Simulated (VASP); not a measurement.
A VASP calculation is set up with these files.

INCAR:
```
! general
SYSTEM =Cs
PREC   =Accurate
ENCUT  =500
LREAL  =.FALSE.   ! projection in real space or not
LASPH  =.TRUE.

! electronic loop
EDIFF  =1E-6   ! SCF stop (eV)
NELM   =100   ! most electronic steps
ALGO   =Normal
LMAXMIX=4

! smearing
ISMEAR =1   ! Methfessel-Paxton
SIGMA  =0.1   ! width (eV)

! functional
GGA    =PS

! ions
IBRION =2   ! conjugate gradients
NSW    =40   ! most ionic steps
ISIF   =3   ! ions, shape and volume
EDIFFG =-0.02
PSTRESS=200   ! kbar

! output
LWAVE  =.FALSE.
LCHARG =.FALSE.
```

POSCAR:
```
Cs
1.0
 -2.0160368352   2.0160368352   2.0160368352
  2.0160368352  -2.0160368352   2.0160368352
  2.0160368352   2.0160368352  -2.0160368352
Cs
1
Direct
  0.0000000000   0.0000000000   0.0000000000
```

File KPOINTS:
```
Regular mesh
0
Gamma
  13 13 13
```

POTCAR, in this order: Cs_sv (PBE.64 set). Program: vasp_std.

### Question
Translate this PBEsol calculation to Ansatz.

### Answer
One equivalent input (not run):
Ansatz 0.2 input:
```yaml
crystal:
  lattice:
    - [-2.0160368, 2.0160368, 2.0160368]
    - [2.0160368, -2.0160368, 2.0160368]
    - [2.0160368, 2.0160368, -2.0160368]
  atoms:
    - { symbol: Cs, position: [0.0000000, 0.0000000, 0.0000000] }
kpoints:
  mp_grid: { grid: [13, 13, 13] }
hamiltonian:
  xc: pbesol
  pseudopotentials: { kind: paw }
scf:
  occupations: { method: methfessel_paxton, width: 0.1 }
  max_iter: 100
relax:
  max_steps: 40
  f_tol: 0.02
  cell: { p_target: 20 }
output: { forces: true, stress: true, eigenvalues: true }
```
What does not carry over: each code has its own PAW files, so the cut-off isn't converted (ENCUT is set for VASP's; basis.ecutwfc is left out, and Ansatz then takes the one that its files recommend); Ansatz stops its SCF on the density residual and VASP on the energy change (EDIFF).

The compound is Cs in the bcc structure. This run relaxes it under an external pressure of 20 GPa. Symmetry was kept, so distortions that lower it aren't found.
